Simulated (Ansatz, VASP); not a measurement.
**In3B: VASP beside Ansatz**

```
CELL_PARAMETERS angstrom
4.45642 0.00000 0.00000
0.00000 4.45642 0.00000
0.00000 0.00000 4.45642
ATOMIC_POSITIONS crystal
In 0.00000 0.50000 0.50000
In 0.50000 0.00000 0.50000
In 0.50000 0.50000 0.00000
B 0.00000 0.00000 0.00000
```

Alike in both runs: functional PBE; k mesh 10 × 10 × 10; occupations gaussian, width 0.1 eV; no spin polarisation.

Ansatz relaxed the structure, and its values are those at the end. VASP's run is a single point on that final structure, the one shown.

```csv
,VASP,Ansatz
version,VASP 6.6.1,Ansatz 0.2.0
potentials or method,"VASP PAW PBE potentials, release 64 (In_d, B)","scalar-relativistic, plane waves, PAW"
plane-wave cutoff (eV),520,420
valence electrons in the cell,42,42
```

```tsv
	VASP	Ansatz	Ansatz less VASP
gap on the k mesh at the Fermi level (eV)	none	none	-
pressure (GPa)	0.0	0.0	+0.02
```

A gap of «none» marks a metal or a gap that the smearing closes.
